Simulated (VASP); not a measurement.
Output of a VASP run:

OSZICAR:
```
       N       E                     dE             d eps       ncg     rms          rms(c)
DAV:   1    -0.766963362794E+01   -0.76696E+01   -0.14739E-01   400   0.443E+00    0.114E+00
DAV:   2    -0.767220243749E+01   -0.25688E-02   -0.70682E-03   480   0.684E-01    0.698E-01
DAV:   3    -0.767193777763E+01    0.26466E-03   -0.65539E-04   528   0.232E-01    0.397E-01
DAV:   4    -0.767184490850E+01    0.92869E-04   -0.15499E-04   464   0.111E-01    0.224E-01
DAV:   5    -0.767182677022E+01    0.18138E-04   -0.44973E-05   516   0.541E-02    0.128E-01
DAV:   6    -0.767182223563E+01    0.45346E-05   -0.87586E-06   532   0.249E-02    0.748E-02
DAV:   7    -0.767182095907E+01    0.12766E-05   -0.24408E-06   460   0.149E-02    0.441E-02
DAV:   8    -0.767182080257E+01    0.15650E-06   -0.86000E-07   328   0.956E-03
   1 F= -.76718208E+01 E0= -.76718208E+01  d E =-.135713E-21
```

OUTCAR:
```
------------------------ aborting loop because EDIFF is reached ----------------------------------------
  FORCE on cell =-STRESS in cart. coord.  units (eV):
  Direction    XX          YY          ZZ          XY          YZ          ZX
  --------------------------------------------------------------------------------------
  Total        0.0871318      0.0871318      0.0871318     -0.0000000      0.0000000      0.0000000
  in kB        1.9095390      1.9095390      1.9095390     -0.0000000      0.0000000      0.0000000
  external PRESSURE =       1.9095390 kB  Pullay stress =       0.0000000 kB
  volume of cell :       73.11
      direct lattice vectors                 reciprocal lattice vectors
     0.000000000  3.318763471  3.318763471    -0.150658522  0.150658522  0.150658522
     3.318763471  0.000000000  3.318763471     0.150658522 -0.150658522  0.150658522
     3.318763471  3.318763471  0.000000000     0.150658522  0.150658522 -0.150658522
  FREE ENERGIE OF THE ION-ELECTRON SYSTEM (eV)
  ---------------------------------------------------
  free  energy   TOTEN  =        -7.6718208026 eV

  energy  without entropy=       -7.6718208026  energy(sigma->0) =       -7.67182080

  exchange ACFDT corr.  =         0.00000000  see jH, gK, PRB 81, 115126
```
(Selected blocks of OUTCAR.)

POSCAR:
```
KBr
1
    0.0000000000     3.3187634709     3.3187634709
    3.3187634709     0.0000000000     3.3187634709
    3.3187634709     3.3187634709     0.0000000000
K Br
1 1
Direct
  0.0000000000   0.0000000000   0.0000000000
  0.5000000000   0.5000000000   0.5000000000
```

### Question
Reconstruct the remaining input files.

### Answer
One answer among several that fit: the input of the run itself, PBE0 hybrid, plane waves, VASP's PBE PAW potentials (set 64).

### INCAR
```
SYSTEM = KBr
PREC = Accurate
ENCUT = 520
EDIFF = 1E-6
NELM = 60
ALGO = Normal
LREAL = .FALSE.
LASPH = .TRUE.
ISMEAR = 0
SIGMA = 0.05
GGA = PE
AEXX = 0.25
HFRCUT = -1
LHFCALC = .TRUE.
PRECFOCK = Fast
ISYM = 3
LMAXMIX = 4
LWAVE = .FALSE.
LCHARG = .FALSE.
ISIF = 2
```

KPOINTS:
```
kpoints
0
Gamma
 6 6 6
```

POTCAR, in this order: K_sv Br (PBE.64 set). Program: vasp_std. Read from the step before: WAVECAR.

The compound is KBr in the rock salt structure. This cell is one point of a volume scan, at 0.97 of the reference volume. The cell's shape comes from a PBE relaxation.
